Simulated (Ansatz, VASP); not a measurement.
Be3As2 in VASP and in Ansatz

```xyz
5
Lattice="3.6392 0.0000 0.0000 -1.8196 3.1516 0.0000 0.0000 0.0000 6.0043" Properties=species:S:1:pos:R:3 pbc="T T T"
Be    1.8196    1.0505    5.3199
Be    0.0000    0.0000    3.0021
Be    0.0000    2.1011    0.6844
As    0.0000    2.1011    4.4031
As    1.8196    1.0505    1.6012
```

Change from the starting cell: ordered vacancies on the anion sites of rock salt (P-3m1, No. 164).

Alike in both runs: functional PBE; k mesh 6 × 6 × 2; occupations gaussian, width 0.1 eV; no spin polarisation.

Ansatz relaxed the structure, and its values are those at the end. VASP's run is a single point on that final structure, the one shown.

|  | VASP | Ansatz |
| --- | --- | --- |
| version | VASP 6.6.1 | Ansatz 0.2.0 |
| potentials or method | VASP PAW PBE potentials, release 64 (Be, As) | scalar-relativistic, plane waves, PAW |
| plane-wave cutoff (eV) | 520 | 420 |
| valence electrons in the cell | 16 | 36 |

```csv
,VASP,Ansatz,Ansatz less VASP
gap on the k mesh at the Fermi level (eV),none,none,-
pressure (GPa),0.5,0.1,-0.35
rms of the force components (eV/Å),0.014,0.006,-0.0076
```

A gap of «none» marks a metal or a gap that the smearing closes. The two sets of potentials don't hold the same shells in valence.

Caveats: the k mesh is coarse (spacing up to 0.52 Å⁻¹), so the values aren't converged.
